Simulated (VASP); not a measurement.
Input:

```yaml
crystal:
  lattice:
    - [2.91703, 0.00000, 0.00000]
    - [0.00000, 2.91703, 0.00000]
    - [0.00000, 0.00000, 2.91703]
  atoms:
    - { symbol: Na, position: [0.00000, 0.00000, 0.00000] }
    - { symbol: H, position: [0.50000, 0.50000, 0.50000] }
```

All values below come from PBEsol GGA, VASP's PBE PAW potentials (set 64) (plane waves; VASP 6.6.1). Settings: 400 eV cut-off, Gaussian smearing of 0.050 eV, potentials Na_pv H.

Task: Predict the band gap (along the path) with the smallest direct gap where there is one.

Result: 
| Property | Value |
|---|---|
| band gap (along the path) | 0.79 eV |
| smallest direct gap (along the path) | 4.42 eV |

The structure was generated: NaH was put into the CsCl type type (Pm-3m), which need not be its known phase. It was relaxed first, which changed the volume by +48 %.
